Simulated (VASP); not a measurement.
```xyz
5
Lattice="3.7041 0.0000 0.0000 0.0000 3.7041 0.0000 0.0000 0.0000 3.7041" Properties=species:S:1:pos:R:3 pbc="T T T"
Sr     0.0000     0.0000     0.0000
V      1.8521     1.8521     1.8521
O      1.8521     0.0000     1.8521
O      0.0000     1.8521     1.8521
O      1.8521     1.8521     0.0000
```

Calculation: LDA (Ceperley-Alder, Perdew-Zunger), VASP's LDA PAW potentials (set 64) (plane waves; VASP). Numerical set-up: 520 eV cut-off, 8×8×8 Γ-centred mesh, first-order Methfessel-Paxton smearing of 0.10 eV, potentials Sr_sv V_sv O.

**Question.** The job: SrVO$_{3}$ (cubic perovskite), 5 atoms, LDA, static run, 520 eV, 8×8×8 Γ-centred mesh. Roughly how much core time does it take on a busy server core?

**Answer.** About 60 core-seconds (one run on a shared machine, a rough figure). It had 35 irreducible k-points, 24 bands, up to 1406 plane waves and 16 electronic steps.

The compound is SrVO3 in the cubic perovskite structure. This cell is one point of a volume scan, at 0.94 of the reference volume.
